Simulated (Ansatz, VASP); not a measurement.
# Be3Pd2S: VASP beside Ansatz

```
Be Pd S
1.0
     4.88328    0.00000    0.00000
    -2.44164    4.22905    0.00000
     0.00000    0.00000    3.76957
Be Pd S
3 2 1
Direct
  0.50000 0.00000 0.50000
  0.50000 0.50000 0.50000
  0.00000 0.50000 0.50000
  0.33333 0.66667 0.00000
  0.66667 0.33333 0.00000
  0.00000 0.00000 0.00000
```

Change from the starting cell: species swapped into the PrB2Ru3 type (P6/mmm, No. 191).

Alike in both runs: functional PBE; k mesh 9 × 9 × 10; occupations gaussian, width 0.1 eV; no spin polarisation.

Ansatz relaxed the structure, and its values are those at the end. VASP's run is a single point on that final structure, the one shown.

```csv
,VASP,Ansatz
version,VASP 6.6.1,Ansatz 0.2.0
potentials or method,"VASP PAW PBE potentials, release 64 (Be, Pd, S)","scalar-relativistic, plane waves, PAW"
plane-wave cutoff (eV),520,420
valence electrons in the cell,32,48
```

```tsv
	VASP	Ansatz	Ansatz less VASP
gap on the k mesh at the Fermi level (eV)	none	none	-
pressure (GPa)	0.0	0.0	+0.01
```

A gap of «none» marks a metal or a gap that the smearing closes. With one functional, cell and mesh, what is left measures potentials, basis and numerics. The two sets of potentials don't hold the same shells in valence.
